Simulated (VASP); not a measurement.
# Cu on the Al site in ScAl3, part 6 of 6

Wanted: what Cu on the Al site costs in ScAl3 and how the lattice relaxes round it. The start is a computed cell from the Materials Project.

VASP 6.6.1, plane waves and PAW; the level of theory is named at each step.

So far. Step 7 (Relaxing the defect): The run ended after 8 ionic steps, 0.133 eV below its first step, once the forces on the free atoms met EDIFFG = -0.03. Step 7 (Relaxing the defect): The 12 first neighbours (Al and Sc) lie 2.85 Å from the site in the perfect crystal and 2.81 Å on average from the atom on it after the relaxation (-1.4 %).

## 9. Defect, bad settings

This step: LDA, spin-polarised, with small moments to start from; plane waves and PAW (Sc_sv, Cu, Al) (VASP 6.6.1).

As a lesson, the run is repeated with a fault in its input.

File INCAR:

```
SYSTEM = Sc8Al23Cu
PREC = Normal
ENCUT = 300
EDIFF = 1E-05
NELM = 89
ISMEAR = 0
SIGMA = 5
LREAL = Auto
ALGO = Fast
GGA = CA
NBANDS = 108
ISPIN = 2
MAGMOM = 0.6 0 0.6 0 0 0 0.6 0 0.6 0 0 0 0 0 0 0 0 0 0 0 0 0 0 0 0 0 0 0 0 0 0 0
LASPH = .TRUE.
LMAXMIX = 4
LORBIT = 11
LWAVE = .FALSE.
LCHARG = .FALSE.
KPAR = 4
ISYM = 0
```

File POSCAR:

```
Sc8Al23Cu
1.0
    8.0601473408      0.0000000000      0.0000000000
    0.0000000000      8.0601473408      0.0000000000
    0.0000000000      0.0000000000      8.0601473408
Sc Cu Al
8 1 23
Direct
    0.9979708840      0.9979709191      0.0000000000
    0.0011202113      0.0011202110      0.5000000000
    0.9979713138      0.5020286862      0.0000000000
    0.0011204612      0.4988795388      0.5000000000
    0.5020283631      0.9979716369      0.0000000000
    0.4988801876      0.0011198124      0.5000000000
    0.5020290809      0.5020291160      0.0000000000
    0.4988797890      0.4988797887      0.5000000000
    0.2499997798      0.2500002202      0.0000000000
    0.2500002149      0.2499997851      0.5000000000
    0.2499998657      0.7500003283      0.0000000000
    0.2499999655      0.7499999600      0.5000000000
    0.7499996717      0.2500001343      0.0000000000
    0.7500000400      0.2500000345      0.5000000000
    0.7499997483      0.7500002517      0.0000000000
    0.7500002654      0.7499997346      0.5000000000
    0.0061303236      0.2499998953      0.2433094700
    0.0061303236      0.2499998953      0.7566905300
    0.0008919509      0.7499999010      0.2497130290
    0.0008919509      0.7499999010      0.7502869710
    0.4938697601      0.2500000447      0.2433094709
    0.4938697601      0.2500000447      0.7566905291
    0.4991080813      0.7500001959      0.2497128518
    0.4991080813      0.7500001959      0.7502871482
    0.2499999553      0.0061302399      0.2433094709
    0.2499999553      0.0061302399      0.7566905291
    0.2500001047      0.4938696764      0.2433094700
    0.2500001047      0.4938696764      0.7566905300
    0.7499998041      0.0008919187      0.2497128518
    0.7499998041      0.0008919187      0.7502871482
    0.7500000990      0.4991080491      0.2497130290
    0.7500000990      0.4991080491      0.7502869710
```

File KPOINTS:

```
Automatic mesh
0
Monkhorst-Pack
3 3 3
0 0 0
```

Potentials, in the order of the species: Sc_sv, Cu and Al (LDA family, release 64).

The run is started by

```bash
$ mpirun -np 4 vasp_std
```

Log:

```text
[... set-up lines as in an earlier step ...]
 entering main loop
       N       E                     dE             d eps       ncg     rms          rms(c)
DAV:   1     0.157966346427E+04    0.15797E+04   -0.49307E+04  7048   0.959E+02
DAV:   2    -0.610579784428E+02   -0.16407E+04   -0.16019E+04  8320   0.533E+02
DAV:   3    -0.239722358692E+03   -0.17866E+03   -0.16688E+03  9992   0.185E+02
DAV:   4    -0.258990459251E+03   -0.19268E+02   -0.18503E+02  9888   0.522E+01
[...]
RMM:  16    -0.249411678779E+03   -0.26177E-01   -0.30082E-01  7875   0.371E-01    0.384E-01
RMM:  17    -0.249437262652E+03   -0.25584E-01   -0.27124E-01  8407   0.276E-01    0.307E-01
RMM:  18    -0.249461311340E+03   -0.24049E-01   -0.25579E-01  7599   0.242E-01    0.172E-01
 hard stop encountered!  aborting job ...
 -----------------------------------------------------------------------------
|                                                                             |
|           W    W    AA    RRRRR   N    N  II  N    N   GGGG   !!!           |
|           W    W   A  A   R    R  NN   N  II  NN   N  G    G  !!!           |
|           W    W  A    A  R    R  N N  N  II  N N  N  G       !!!           |
|           W WW W  AAAAAA  RRRRR   N  N N  II  N  N N  G  GGG   !            |
|           WW  WW  A    A  R   R   N   NN  II  N   NN  G    G                |
|           W    W  A    A  R    R  N    N  II  N    N   GGGG   !!!           |
|                                                                             |
|     The electronic self-consistency was not achieved in the given           |
|     number of steps (NELM). The forces and other quantities evaluated       |
|     might not be reliable so examine the results carefully. If you find     |
|     spurious results, we suggest increasing NELM, if you were close to      |
|     convergence or switching to a different ALGO or adjusting the           |
|     density mixing parameters otherwise.                                    |
|                                                                             |
 -----------------------------------------------------------------------------

 soft stop encountered!  aborting job ...
 -----------------------------------------------------------------------------
|                                                                             |
|           W    W    AA    RRRRR   N    N  II  N    N   GGGG   !!!           |
|           W    W   A  A   R    R  NN   N  II  NN   N  G    G  !!!           |
|           W    W  A    A  R    R  N N  N  II  N N  N  G       !!!           |
|           W WW W  AAAAAA  RRRRR   N  N N  II  N  N N  G  GGG   !            |
|           WW  WW  A    A  R   R   N   NN  II  N   NN  G    G                |
|           W    W  A    A  R    R  N    N  II  N    N   GGGG   !!!           |
|                                                                             |
|     Your highest band is occupied at some k-points! Unless you are          |
|     performing a calculation for an insulator or semiconductor, without     |
|     unoccupied bands, you have included TOO FEW BANDS!! Please increase     |
|     the parameter NBANDS in file INCAR to ensure that the highest band      |
|     is unoccupied at all k-points. It is always recommended to include      |
|     a few unoccupied bands to accelerate the convergence of                 |
|     molecular-dynamics runs (even for insulators or semiconductors),        |
|     since the presence of unoccupied bands improves wavefunction            |
|     prediction and helps to suppress 'band-crossings'.                      |
|                                                                             |
 -----------------------------------------------------------------------------

   1 F= -.24946131E+03 E0= -.18094627E+03  d E =-.137030E+03  mag=     0.0045
 deleting file STOPCAR
```

Run time: 5.3 min. Hardware: 4 MPI ranks of AMD EPYC 7R43, shared host; peak memory 1.9 GiB.

The run had not converged when it was stopped at its time limit. The fault in the input: smearing far too wide.

## 10. Results

* formation energy at charge 0: -0.165 eV
* host formation enthalpy: -0.487 eV/atom

What this shows: Cu on the Al site costs -0.17 eV, with every exchanged atom at the energy of its element. The 12 first neighbours (Al and Sc) lie 2.85 Å from the site in the perfect crystal and 2.81 Å on average from the atom on it after the relaxation (-1.4 %). The neutral formation energy is negative against the pure elements. These references then lie outside the range where the host is stable, or the host takes the defect up of itself. With metallic smearing the value can move by tenths of an eV with the k mesh. The supercell of 32 atoms is small, so interactions between images remain.

[Lines on the potential files, build, host, timing and source positions are cut from VASP's logs without a mark.]

[Logs are printed without paths, hosts, clocks, repeated set-up lines and the standing remarks that a program may print on its own settings, such as how far it seeks lower states.]

[Hosts, paths, dates, database ids (printed as entryN), source tags and the programs' standing remarks are cut or masked in the printed files.]

[In band tables of VASP the shares of atoms and orbitals are scaled to a sum of 1 inside the atoms' spheres.]

[Runs that stopped without an error message from VASP are left out.]
